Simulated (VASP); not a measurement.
Data:

```
CELL_PARAMETERS angstrom
      0.00000     2.14753     2.14753
      2.14753     0.00000     2.14753
      2.14753     2.14753     0.00000
ATOMIC_POSITIONS crystal
  Ti 0.00000 0.00000 0.00000
  C  0.50000 0.50000 0.50000
```

Computed with PBEsol GGA, VASP's PBE PAW potentials (set 64) (plane waves; VASP 6.6.1). Settings: 600 eV cut-off, 14×14×14 Γ-centred mesh, first-order Methfessel-Paxton smearing of 0.10 eV, potentials Ti_sv C.

Energy and stress use the plane-wave basis of the starting cell.

### Question
The ions, cell shape and volume at an external pressure of 10.0 GPa are relaxed. Which structure does the run end with?

### Answer

```
CELL_PARAMETERS angstrom
      0.00000     2.12245     2.12245
      2.12245     0.00000     2.12245
      2.12245     2.12245     0.00000
ATOMIC_POSITIONS crystal
  Ti 0.00000 0.00000 0.00000
  C  0.50000 0.50000 0.50000
```
Space group Fm-3m (225), at a tolerance of 0.03 Å.

### Question
How do energy and volume change from the first to the last step?

### Answer
The energy (σ→0) changes by +10.0 meV/atom and the volume by -3.5 %, in 3 ionic steps.

The compound is TiC in the rock salt structure. This run relaxes it under an external pressure of 10 GPa. Symmetry was kept, so distortions that lower it aren't found.
